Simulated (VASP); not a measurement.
An input for Quantum ESPRESSO's pw.x (written as the equivalent of a VASP run, and not itself run):

```
&CONTROL
  calculation = 'vc-relax'
  pseudo_dir = './pseudo'
  outdir = './out'
  tprnfor = .true.
  tstress = .true.
  nstep = 60
  forc_conv_thr = 0.00039
/
&SYSTEM
  ibrav = 0
  nat = 2
  ntyp = 2
  ecutwfc = 80
  occupations = 'smearing'
  smearing = 'methfessel-paxton'
  degauss = 0.00735
  input_dft = 'pbesol'
/
&ELECTRONS
  conv_thr = 7.3e-08
  electron_maxstep = 100
/
&IONS
/
&CELL
/
ATOMIC_SPECIES
  Ta 180.948 Ta.upf
  Sb 121.760 Sb.upf
CELL_PARAMETERS angstrom
     4.0170000    0.0000000    0.0000000
     0.0000000    4.0170000    0.0000000
     0.0000000    0.0000000    4.0170000
ATOMIC_POSITIONS crystal
  Ta   0.0000000  0.0000000  0.0000000
  Sb   0.5000000  0.5000000  0.5000000
K_POINTS automatic
  8 8 8 0 0 0
```

Task: Translate this input to VASP (INCAR, KPOINTS, POSCAR, choice of POTCAR).

Result: One answer among several that fit: 
KPOINTS:
```
Automatic mesh
0
Gamma
8 8 8
0 0 0
```

### POSCAR
```
TaSb
1
    4.0170000000     0.0000000000     0.0000000000
    0.0000000000     4.0170000000     0.0000000000
    0.0000000000     0.0000000000     4.0170000000
Ta Sb
1 1
Direct
  0.0000000000   0.0000000000   0.0000000000
  0.5000000000   0.5000000000   0.5000000000
```

**INCAR**
```
SYSTEM = TaSb
PREC = Accurate
ENCUT = 400
EDIFF = 1E-6
NELM = 100
ALGO = Normal
LREAL = .FALSE.
LASPH = .TRUE.
ISMEAR = 1
SIGMA = 0.1
GGA = PS
LMAXMIX = 6
LWAVE = .FALSE.
LCHARG = .FALSE.
IBRION = 2
ISIF = 3
NSW = 60
EDIFFG = -0.01
```

POTCAR, in this order: Ta_pv Sb (PBE.64 set). Program: vasp_std.

Limits of the translation: the potentials are each code's own (VASP's PAW set, PseudoDojo norm-conserving files in pw.x), so ENCUT and ecutwfc are chosen apart and not converted; conv_thr bounds pw.x's estimated SCF error, while EDIFF bounds the energy change between steps; forc_conv_thr acts on force components and is met together with etot_conv_thr.

The structure was generated: TaSb was put into the CsCl type type (Pm-3m), which need not be its known phase. This run relaxes it. Symmetry was kept, so distortions that lower it aren't found.
